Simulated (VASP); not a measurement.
A convergence study with VASP on NbTe2 (space group P-3m1): one setting is varied, all else stays as given below, so the limit is that of these other settings.

```
NbTe2
1.0
    3.72046     0.00000     0.00000
   -1.86023     3.22201     0.00000
    0.00000     0.00000     7.14827
Nb Te
1 2
Direct
  0.00000   0.00000   0.00000
  0.66667   0.33333   0.74563
  0.33333   0.66667   0.25437
```

Computed with PBEsol GGA, VASP's PBE PAW potentials (set 64) (plane waves; VASP). The tightest run used: 550 eV cut-off, 19×19×9 Γ-centred mesh, tetrahedra with Blöchl corrections, potentials Nb_sv Te.

Q: The settings run are 4×4×2 mesh; 5×5×2 mesh; 6×6×3 mesh; 7×7×3 mesh; 8×8×4 mesh; 9×9×4 mesh; 10×10×5 mesh; 11×11×5 mesh; 12×12×5 mesh; 13×13×6 mesh; 14×14×6 mesh; 15×15×7 mesh; 16×16×7 mesh; 17×17×8 mesh; 18×18×8 mesh; 19×19×9 mesh. From which on does the energy per atom stay within 0.002 eV/atom of the tightest run?

A: From 9×9×4 mesh on: it is off by 0.0013 there and by no more than 0.002 in any finer run, while 8×8×4 mesh is off by 0.0025.
```csv
setting,E (eV/atom),pressure (GPa),largest force (eV/Å),irreducible k-points,difference judged (eV/atom)
4×4×2 mesh,-6.4191,-3.60,0.186,8,0.0060
5×5×2 mesh,-6.4205,-3.49,0.161,10,0.0074
6×6×3 mesh,-6.4209,-3.50,0.185,17,0.0078
7×7×3 mesh,-6.4182,-3.50,0.160,20,0.0051
8×8×4 mesh,-6.4156,-3.50,0.157,35,0.0025
9×9×4 mesh,-6.4143,-3.49,0.152,43,0.0013
10×10×5 mesh,-6.4132,-3.47,0.156,58,0.0002
11×11×5 mesh,-6.4129,-3.46,0.159,68,0.0002
12×12×5 mesh,-6.4130,-3.47,0.162,81,0.0001
13×13×6 mesh,-6.4130,-3.46,0.161,112,0.0001
14×14×6 mesh,-6.4131,-3.47,0.160,128,0.0000
15×15×7 mesh,-6.4131,-3.46,0.157,165,0.0000
16×16×7 mesh,-6.4131,-3.47,0.157,183,0.0000
17×17×8 mesh,-6.4131,-3.47,0.157,237,0.0000
18×18×8 mesh,-6.4131,-3.47,0.157,266,0.0000
19×19×9 mesh,-6.4131,-3.47,0.157,320,0.0000
```

Left out are rungs that failed or repeat a setting and relaxations that didn't move; long series are thinned to 24 rows.

The structure comes from a computed database's NbTe2 entry (P-3m1); how it stands against other phases isn't given here. The cell was not relaxed at this level, forces remain on its atoms. The electron count is odd and the run is not spin-polarised, which forces a metal.
